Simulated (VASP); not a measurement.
An input for Ansatz (written as the equivalent of a VASP run, and not itself run):

Ansatz 0.2 input:
```yaml
crystal:
  lattice:
    - [0.0000000, 1.7883427, 1.7883427]
    - [1.7883427, 0.0000000, 1.7883427]
    - [1.7883427, 1.7883427, 0.0000000]
  atoms:
    - { symbol: Cu, position: [0.0000000, 0.0000000, 0.0000000] }
kpoints:
  mp_grid: { grid: [16, 16, 16] }
hamiltonian:
  xc: r2scan
  pseudopotentials: { kind: paw }
scf:
  occupations: { method: methfessel_paxton, width: 0.1 }
  max_iter: 100
output: { forces: true, stress: true, eigenvalues: true }
```

Write the VASP files for the same calculation (r2SCAN).

Several could match; the one computed here: 
### KPOINTS
```
Automatic mesh
0
Gamma
16 16 16
0 0 0
```

**INCAR**
```
SYSTEM = Cu
PREC = Accurate
ENCUT = 480
EDIFF = 1E-7
NELM = 100
ALGO = Normal
LREAL = .FALSE.
LASPH = .TRUE.
ISMEAR = 1
SIGMA = 0.1
METAGGA = R2SCAN
LMIXTAU = .TRUE.
LMAXMIX = 4
LWAVE = .FALSE.
LCHARG = .FALSE.
ISIF = 2
```

### POSCAR
```
Cu
1
    0.0000000000     1.7883426924     1.7883426924
    1.7883426924     0.0000000000     1.7883426924
    1.7883426924     1.7883426924     0.0000000000
Cu
1
Direct
  0.0000000000   0.0000000000   0.0000000000
```

POTCAR, in this order: Cu (PBE.64 set). Program: vasp_std.

The two are equivalent in intent, not identical: each code has its own PAW files, so the cut-off isn't converted (ENCUT is set for VASP's; basis.ecutwfc is left out, and Ansatz then takes the one that its files recommend); Ansatz stops its SCF on the density residual and VASP on the energy change (EDIFF).

The compound is Cu in the fcc structure. It was relaxed first.
